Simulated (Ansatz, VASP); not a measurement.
**Hf2GeO6 (amorphous 67HfO2-33GeO2 (mol %)) in two plane-wave programs**

Wanted: the spread between two codes on one cell, functional and k mesh. The structure shown is the start of the Ansatz relaxation below; VASP solves that cell, so the two are compared at the walk's first step.

Calculated with Ansatz 0.2.0; plane waves, with VASP 6.6.1 beside it; single point at PBE.

**1. The starting structure**

The cell holds 72 atoms: 16 Hf, 8 Ge and 48 O. Its edges and angles: a = 10.070 Å, b = 10.070 Å, c = 10.070 Å, α = 90.0°, β = 90.0°, γ = 90.0°. As first built, before any earlier steps moved the atoms (in the runner's words): 72 atoms (16 Zr, 8 Ge, 48 O) placed at random at 4.59 g/cm^3, melted at 5000 K for 10 ps at fixed volume with the Morse and Coulomb pair potential with partial charges (Pedone, Malavasi, Menziani, Cormack and Segre, J. Phys. Chem. B 110, 11780 (2006)). Quenched from 5000 K to 300 K at 20 K/ps and fixed volume, held 10 ps at zero pressure, then minimised at fixed cell. Then Zr was replaced by Hf and the cell scaled by 1.008 (the potential has no terms for the new elements, so the cell is a start for a DFT relaxation).

**2. Ansatz: relaxation, PBE**

Ansatz runs on its PAW soft_1 files.

The two programs are compared at the cell with which this relaxation starts, whose forces are those of its first step.

File input.yaml:

```yaml
crystal:
  lattice:
    - [10.06961, 0.0, 0.0]
    - [0.0, 10.06961, 0.0]
    - [0.0, 0.0, 10.06961]
  atoms:
    - { symbol: Hf, position: [0.8167, 0.84336, 0.28076] }
    - { symbol: Hf, position: [0.52174, 0.6252, 0.70535] }
    - { symbol: Hf, position: [0.7654, 0.3747, 0.72522] }
    - { symbol: Hf, position: [0.31459, 0.93533, 0.86467] }
    - { symbol: Hf, position: [0.48196, 0.336, 0.8941] }
    - { symbol: Hf, position: [0.84666, 0.22849, 0.38225] }
    - { symbol: Hf, position: [0.51917, 0.68171, 0.30542] }
    - { symbol: Hf, position: [0.46761, 0.12654, 0.63791] }
    - { symbol: Hf, position: [0.7671, 0.65247, 0.94311] }
    - { symbol: Hf, position: [0.1706, 0.78367, 0.21699] }
    - { symbol: Hf, position: [0.00905, 0.1446, 0.70285] }
    - { symbol: Hf, position: [0.46854, 0.27316, 0.29206] }
    - { symbol: Hf, position: [0.05428, 0.5097, 0.37255] }
    - { symbol: Hf, position: [0.19824, 0.14713, 0.3543] }
    - { symbol: Hf, position: [0.98457, 0.91934, 0.94626] }
    - { symbol: Hf, position: [0.70146, 0.45446, 0.19685] }
    - { symbol: Ge, position: [0.74396, 0.88835, 0.67373] }
    - { symbol: Ge, position: [0.01346, 0.64568, 0.72432] }
    - { symbol: Ge, position: [0.20994, 0.41783, 0.10529] }
    - { symbol: Ge, position: [0.23768, 0.43564, 0.66003] }
    - { symbol: Ge, position: [0.79539, 0.60756, 0.48926] }
    - { symbol: Ge, position: [0.19538, 0.89204, 0.56281] }
    - { symbol: Ge, position: [0.47046, 0.93978, 0.17182] }
    - { symbol: Ge, position: [0.91848, 0.26071, 0.03148] }
    - { symbol: O, position: [0.07141, 0.33292, 0.05701] }
    - { symbol: O, position: [0.15465, 0.28843, 0.67945] }
    - { symbol: O, position: [0.4028, 0.4457, 0.71169] }
    - { symbol: O, position: [0.84315, 0.4532, 0.36896] }
    - { symbol: O, position: [0.32762, 0.42747, 0.98886] }
    - { symbol: O, position: [0.13536, 0.98943, 0.2401] }
    - { symbol: O, position: [0.62002, 0.63016, 0.10564] }
    - { symbol: O, position: [0.12406, 0.0248, 0.83009] }
    - { symbol: O, position: [0.96106, 0.58349, 0.54854] }
    - { symbol: O, position: [0.40599, 0.07603, 0.25219] }
    - { symbol: O, position: [0.04744, 0.29138, 0.36521] }
    - { symbol: O, position: [0.27459, 0.30761, 0.22773] }
    - { symbol: O, position: [0.49834, 0.69459, 0.51051] }
    - { symbol: O, position: [0.81981, 0.27764, 0.17679] }
    - { symbol: O, position: [0.87703, 0.53547, 0.77972] }
    - { symbol: O, position: [0.88673, 0.26444, 0.85647] }
    - { symbol: O, position: [0.14763, 0.54518, 0.75442] }
    - { symbol: O, position: [0.8529, 0.02487, 0.36328] }
    - { symbol: O, position: [0.09913, 0.78956, 0.65628] }
    - { symbol: O, position: [0.72438, 0.65938, 0.33836] }
    - { symbol: O, position: [0.84426, 0.81764, 0.07482] }
    - { symbol: O, position: [0.87012, 0.98492, 0.74756] }
    - { symbol: O, position: [0.68772, 0.52219, 0.59464] }
    - { symbol: O, position: [0.98723, 0.7158, 0.30337] }
    - { symbol: O, position: [0.22709, 0.81142, 0.41859] }
    - { symbol: O, position: [0.32911, 0.96597, 0.64703] }
    - { symbol: O, position: [0.6008, 0.25511, 0.73705] }
    - { symbol: O, position: [0.79651, 0.78221, 0.54523] }
    - { symbol: O, position: [0.21703, 0.4859, 0.49667] }
    - { symbol: O, position: [0.36751, 0.20628, 0.4731] }
    - { symbol: O, position: [0.17008, 0.55988, 0.20146] }
    - { symbol: O, position: [0.11224, 0.04746, 0.52925] }
    - { symbol: O, position: [0.56006, 0.31456, 0.09576] }
    - { symbol: O, position: [0.6255, 0.49459, 0.85564] }
    - { symbol: O, position: [0.16913, 0.841, 0.01201] }
    - { symbol: O, position: [0.46346, 0.95846, 0.00674] }
    - { symbol: O, position: [0.94301, 0.74525, 0.85235] }
    - { symbol: O, position: [0.60865, 0.88074, 0.25707] }
    - { symbol: O, position: [0.39216, 0.75158, 0.80282] }
    - { symbol: O, position: [0.51903, 0.47498, 0.30266] }
    - { symbol: O, position: [0.3791, 0.79181, 0.20266] }
    - { symbol: O, position: [0.9319, 0.08985, 0.03763] }
    - { symbol: O, position: [0.84568, 0.50135, 0.05865] }
    - { symbol: O, position: [0.64226, 0.24362, 0.39134] }
    - { symbol: O, position: [0.61856, 0.9898, 0.62636] }
    - { symbol: O, position: [0.87003, 0.25342, 0.589] }
    - { symbol: O, position: [0.38821, 0.15349, 0.8323] }
    - { symbol: O, position: [0.67885, 0.76018, 0.78006] }
kpoints:
  mp_grid: { grid: [1, 1, 1] }
hamiltonian:
  xc: pbe
  pseudopotentials: { kind: paw, azcp: { folder: soft_1 } }
scf:
  occupations: { method: gaussian, width: 0.025 }
output:
  forces: true
relax:
  f_tol: 0.05
  max_steps: 150
  cell: {}
```

Command:

```
$ ansatz run input.yaml --threads 4 --pin off --max-ram 8192MiB --backend cpu --events-out ev --progress --plain --runs-dir out
```

Numbers of over 12 decimals in the logs are rounded to 6 here.

The log of the run:

```text
Engine: ansatz 0.2.0, aarch64-unknown-linux-gnu
Pseudopotentials: kind: paw
Pseudopotential: Hf, paw, valence charge 26, recommended cutoff 420 eV (normal), soft_1/Hf.paw.azcp
Pseudopotential: Ge, paw, valence charge 14, recommended cutoff 420 eV (normal), soft_1/Ge.paw.azcp
Pseudopotential: O, paw, valence charge 6, recommended cutoff 420 eV (normal), soft_1/O.paw.azcp
Functional definition: PBE
  parameter kappa = 0.804
  parameter beta = 0.066725
  exchange = pbe_x(kappa = kappa, mu = beta*pi^2/3)
  correlation = pbe_c(beta = beta)
Crystal: 72 atoms, lattice volume = 1021.029 Å³
Basis set: ecut = 420 eV, 20005 PW (Γ), exchange–correlation on 144×144×144 points (8 copies of the dense FFT grid, shifted against one another)
Bands: 490, of which v1, the nominal top of the filled ones, is band 408 counted from 1 (407 counted from 0)
Symmetry: 1 space group operations
Space group: P1 (ITA 1), of the structure as read, at distance tolerance 1.0e-4 Å
k-points: 1
Non-local potential: Hf, projectors of the file, l = 0: 3, l = 1: 2, l = 2: 2, l = 3: 3
Non-local potential: Ge, projectors of the file, l = 0: 2, l = 1: 2, l = 2: 3, l = 3: 1
Non-local potential: O, projectors of the file, l = 0: 2, l = 1: 2, l = 2: 1
PAW form: soft (Blöchl's): semilocal exchange-correlation on the pseudo side does not see the compensation charge
PAW one-centre angular grid: Hf, 590 points (default); XC on 64 Gauss nodes
PAW one-centre angular grid: Ge, 590 points (default); XC on 64 Gauss nodes
PAW one-centre angular grid: O, 110 points (default); XC on 64 Gauss nodes
Initial density: superposition of atomic densities (chi_scale 0.1, normalization cell, long waves kept (reshape's long-wave potential 0.80 eV rms))
Initial wavefunctions: pseudopotential atomic-orbital guess
Functional: x = pbe(κ = 0.804, μ = 0.219515), c = pbe(β = 0.066725)
SCF iter   1: F=—  HF=-313273.776122 eV  |F-HF|=—  |Δ(HF+E_count)|=         —  Δρ=1.29e-1  dr2=4.96e2  ethr=3.10e-3  ⟨swp⟩=6.0  Hψ=1549  notcnv=0  defer=55
preconditioner: auto → LDOS  [insulator: Δε(μ)=0.070 eV  Ē_g=15.801 eV  σ=0.025 eV  W_gap=0.95  n_scr=304 (ndim 8)  ℏωp=30.5 eV  f_vac=0.111  D(μ)=12.79/eV (n_scr^D=56)  ε∞_Penn≈4.7  β→1.0]
SCF iter   2: F=—  HF=-313251.421096 eV  |F-HF|=—  |Δ(HF+E_count)|=    2.24e1  Δρ=8.35e-2  dr2=8.36e1  ethr=3.10e-3  ⟨swp⟩=4.0  Hψ=1175  notcnv=0  defer=76
preconditioner: auto → Resta (q_TF=auto, 2.628 Å⁻¹)  ε∞=4.4  [insulator: Δε(μ)=0.837 eV  Ē_g=17.657 eV  σ=0.025 eV  W_gap=1.00  n_scr=304 (ndim 8)  ℏωp=32.5 eV  f_vac=0.173  D(μ)=0.00/eV (n_scr^D=0)  ε∞_Penn≈4.4  β→0.5]
SCF iter   3: F=—  HF=-313226.043053 eV  |F-HF|=—  |Δ(HF+E_count)|=    2.54e1  Δρ=4.25e-2  dr2=1.42e1  ethr=3.10e-3  ⟨swp⟩=4.0  Hψ=1191  notcnv=0  defer=76
SCF iter   4: F=—  HF=-313222.447818 eV  |F-HF|=—  |Δ(HF+E_count)|=    3.60e0  Δρ=1.52e-2  dr2=2.35e0  ethr=1.74e-3  ⟨swp⟩=2.0  Hψ=869  notcnv=0  defer=78
SCF iter   5: F=—  HF=-313222.305855 eV  |F-HF|=—  |Δ(HF+E_count)|=   1.42e-1  Δρ=6.02e-3  dr2=2.84e-1  ethr=2.88e-4  ⟨swp⟩=3.0  Hψ=894  notcnv=0  defer=78
SCF iter   6: F=—  HF=-313222.372182 eV  |F-HF|=—  |Δ(HF+E_count)|=   6.63e-2  Δρ=3.59e-3  dr2=1.43e-1  ethr=3.47e-5  ⟨swp⟩=4.0  Hψ=823  notcnv=0  defer=78
SCF iter   7: F=—  HF=-313222.349427 eV  |F-HF|=—  |Δ(HF+E_count)|=   2.28e-2  Δρ=1.12e-3  dr2=1.64e-2  ethr=1.75e-5  ⟨swp⟩=3.0  Hψ=815  notcnv=0  defer=78
SCF iter   8: F=—  HF=-313222.353387 eV  |F-HF|=—  |Δ(HF+E_count)|=   3.96e-3  Δρ=7.14e-4  dr2=6.46e-3  ethr=2.01e-6  ⟨swp⟩=2.0  Hψ=963  notcnv=0  defer=78
SCF iter   9: F=—  HF=-313222.353959 eV  |F-HF|=—  |Δ(HF+E_count)|=   5.72e-4  Δρ=2.89e-4  dr2=1.36e-3  ethr=7.91e-7  ⟨swp⟩=2.0  Hψ=685  notcnv=0  defer=78
SCF iter  10: F=—  HF=-313222.354267 eV  |F-HF|=—  |Δ(HF+E_count)|=   3.08e-4  Δρ=1.48e-4  dr2=2.01e-4  ethr=1.67e-7  ⟨swp⟩=3.0  Hψ=774  notcnv=0  defer=78
SCF iter  11: F=—  HF=-313222.354340 eV  |F-HF|=—  |Δ(HF+E_count)|=   7.33e-5  Δρ=6.26e-5  dr2=4.15e-5  ethr=2.46e-8  ⟨swp⟩=2.0  Hψ=809  notcnv=0  defer=78
SCF iter  12: F=—  HF=-313222.355817 eV  |F-HF|=—  |Δ(HF+E_count)|=   1.48e-3  Δρ=2.84e-5  dr2=8.93e-6  ethr=5.09e-9  ⟨swp⟩=2.0  Hψ=813  notcnv=0  defer=78
SCF iter  13: F=—  HF=-313222.355822 eV  |F-HF|=—  |Δ(HF+E_count)|=   4.91e-6  Δρ=1.37e-5  dr2=2.19e-6  ethr=1.09e-9  ⟨swp⟩=2.0  Hψ=815  notcnv=0  defer=78
SCF iter  14: F=—  HF=-313222.355824 eV  |F-HF|=—  |Δ(HF+E_count)|=   1.67e-6  Δρ=9.46e-6  dr2=9.12e-7  ethr=2.68e-10  ⟨swp⟩=2.0  Hψ=796  notcnv=0  defer=78
SCF iter  15: F=—  HF=-313222.355824 eV  |F-HF|=—  |Δ(HF+E_count)|=   7.73e-8  Δρ=3.96e-6  dr2=1.63e-7  ethr=1.12e-10  ⟨swp⟩=2.0  Hψ=805  notcnv=0  defer=78
SCF iter  16: F=-313222.355824 eV  HF=-313222.355824 eV  |F-HF|=1.32e-8  |Δ(HF+E_count)|=   7.04e-8  Δρ=1.77e-6  dr2=3.89e-8  ethr=1.23e-11  ⟨swp⟩=5.0  Hψ=1670  notcnv=0
SCF 1 converged in 16 iterations: F = -313222.355824 eV  dr2 = 3.89e-8
[...]
atom  31  O     -0.00029210    -0.00242320     0.00054894
  atom  32  O      0.00062522     0.00050513     0.00101534
  atom  33  O     -0.00067431    -0.00020281    -0.00028327
  atom  34  O     -0.00103391     0.00783720     0.00633053
  atom  35  O      0.00455053     0.00043603     0.00224702
  atom  36  O     -0.00538824    -0.00400705     0.00213188
  atom  37  O      0.00209010     0.00228673    -0.00586657
  atom  38  O      0.00541471    -0.00812904     0.01146136
  atom  39  O      0.00197644    -0.00221015    -0.00301758
  atom  40  O      0.00268672    -0.00236920    -0.00468203
  atom  41  O      0.00096588    -0.00059151    -0.00040409
  atom  42  O      0.00320749    -0.00155309     0.00573607
  atom  43  O     -0.00309791     0.00240579    -0.00177398
  atom  44  O      0.00322256     0.00192584    -0.00382028
  atom  45  O      0.00324239     0.00584579    -0.00450228
  atom  46  O      0.00080159     0.00260150    -0.00020697
  atom  47  O      0.00192821    -0.00148804     0.00193488
  atom  48  O      0.00358324     0.00187661    -0.00332785
  atom  49  O      0.00018737     0.00560971     0.00825214
  atom  50  O     -0.00860778    -0.00119861    -0.00727026
  atom  51  O     -0.00290396    -0.00239256     0.00120857
  atom  52  O     -0.00149916     0.00213235     0.00236039
  atom  53  O      0.00696201    -0.00327992     0.00087469
  atom  54  O     -0.00398809    -0.00894688     0.00859198
[...]
atom  65  O     -0.00391236     0.00085889     0.00131567
  atom  66  O      0.00716465    -0.01062647    -0.00131090
  atom  67  O      0.00066839     0.00030036    -0.00599344
  atom  68  O      0.00172891    -0.00497242     0.00423300
  atom  69  O     -0.00144537    -0.00037285    -0.00372130
  atom  70  O      0.00457633     0.00117403     0.00262116
  atom  71  O     -0.00449155    -0.00978511    -0.00148693
  atom  72  O      0.00012926     0.00685261    -0.00201205
  max |Σ_I F_I| component: 8.46e-6 eV/Å
--- Stress (GPa, compression-positive) ---
        0.021205      -0.001723      -0.000059
       -0.001723      -0.013234      -0.003715
       -0.000059      -0.003715       0.012016
  P = ⅓ Tr σ = 0.0067 GPa (0.067 kbar)
--- Relaxed structure (26 steps of the walk, 24 accepted, 2 SCFs on fresh bases) ---
  F+E_penalty+E_count = -313228.25395781 eV   max|allowed force component| = 1.748e-2 eV/Å   (the final SCF, on the basis selected at the relaxed cell)
  cell:  # Å, volume = 1006.3415 Å³
    - [10.433374, -0.304406, -0.178771]
    - [-0.304406, 9.535147, -0.112125]
    - [-0.178771, -0.112125, 10.129577]
  atoms:
    - { symbol: Hf, position: [0.794198, 0.829391, 0.210344] }
    - { symbol: Hf, position: [0.489373, 0.637726, 0.722025] }
    - { symbol: Hf, position: [0.767654, 0.351371, 0.697914] }
    - { symbol: Hf, position: [0.291209, 0.931825, 0.860495] }
    - { symbol: Hf, position: [0.479129, 0.339423, 0.911637] }
    - { symbol: Hf, position: [0.851307, 0.199843, 0.367617] }
    - { symbol: Hf, position: [0.522687, 0.688034, 0.344430] }
    - { symbol: Hf, position: [0.470173, 0.109893, 0.644044] }
    - { symbol: Hf, position: [0.766112, 0.641703, 0.928055] }
    - { symbol: Hf, position: [0.173594, 0.829957, 0.226061] }
    - { symbol: Hf, position: [0.00220724, 0.130084, 0.709949] }
    - { symbol: Hf, position: [0.481167, 0.277356, 0.293521] }
    - { symbol: Hf, position: [0.073733, 0.518135, 0.393617] }
    - { symbol: Hf, position: [0.200622, 0.185219, 0.431418] }
    - { symbol: Hf, position: [0.985911, 0.921839, 0.973302] }
    - { symbol: Hf, position: [0.723143, 0.429781, 0.184801] }
    - { symbol: Ge, position: [0.739348, 0.883568, 0.682029] }
    - { symbol: Ge, position: [0.00657585, 0.632176, 0.738140] }
    - { symbol: Ge, position: [0.218561, 0.415758, 0.130271] }
    - { symbol: Ge, position: [0.220781, 0.429087, 0.678040] }
    - { symbol: Ge, position: [0.807504, 0.611673, 0.492629] }
    - { symbol: Ge, position: [0.155808, 0.874777, 0.555620] }
    - { symbol: Ge, position: [0.463516, 0.926465, 0.151851] }
    - { symbol: Ge, position: [0.926385, 0.288389, 0.013185] }
    - { symbol: O, position: [0.090805, 0.346637, 0.030683] }
    - { symbol: O, position: [0.168571, 0.250078, 0.642782] }
    - { symbol: O, position: [0.382572, 0.441940, 0.738687] }
    - { symbol: O, position: [0.873553, 0.523570, 0.343468] }
    - { symbol: O, position: [0.342926, 0.421529, 1.018793] }
    - { symbol: O, position: [0.194866, 1.015098, 0.316387] }
    - { symbol: O, position: [0.722042, 0.629419, 0.125259] }
    - { symbol: O, position: [0.112873, 0.030811, 0.837172] }
    - { symbol: O, position: [0.974768, 0.568045, 0.563302] }
    - { symbol: O, position: [0.443178, 0.087989, 0.224966] }
    - { symbol: O, position: [0.045212, 0.297535, 0.386405] }
    - { symbol: O, position: [0.278543, 0.313640, 0.267976] }
    - { symbol: O, position: [0.483689, 0.680126, 0.530269] }
    - { symbol: O, position: [0.867374, 0.292077, 0.189339] }
    - { symbol: O, position: [0.847626, 0.536398, 0.769289] }
    - { symbol: O, position: [0.915611, 0.273390, 0.824257] }
    - { symbol: O, position: [0.123068, 0.511181, 0.789005] }
    - { symbol: O, position: [0.835158, 0.00607152, 0.320039] }
    - { symbol: O, position: [0.118674, 0.784599, 0.700657] }
    - { symbol: O, position: [0.714763, 0.715056, 0.376776] }
    - { symbol: O, position: [0.791986, 0.849553, 0.011110] }
    - { symbol: O, position: [0.864012, 0.982722, 0.769364] }
    - { symbol: O, position: [0.700369, 0.482647, 0.559496] }
    - { symbol: O, position: [0.986987, 0.824581, 0.169947] }
[...]
- { symbol: O, position: [0.369767, 0.785765, 0.235895] }
    - { symbol: O, position: [0.933255, 0.104736, 0.028732] }
    - { symbol: O, position: [0.813183, 0.430470, 0.00242715] }
    - { symbol: O, position: [0.672904, 0.273990, 0.343223] }
    - { symbol: O, position: [0.613631, 0.983357, 0.617503] }
    - { symbol: O, position: [0.857304, 0.221590, 0.574931] }
    - { symbol: O, position: [0.390401, 0.133779, 0.823542] }
    - { symbol: O, position: [0.658875, 0.755856, 0.782138] }
```

In the SCF lines HF is the Harris–Foulkes energy and dr2 the Hartree energy of the density residual, in eV; the loop may stop once dr2 is under the threshold and the program's other checks hold. Hψ counts applications of the Hamiltonian.

[end of part 1 of 2]

[Lines on the potential files, build, host, timing and source positions are cut from VASP's logs without a mark.]

[Logs are printed without paths, hosts, clocks, repeated set-up lines and the standing remarks that a program may print on its own settings, such as how far it seeks lower states.]

[Hosts, paths, dates, database ids (printed as entryN), source tags and the programs' standing remarks are cut or masked in the printed files.]
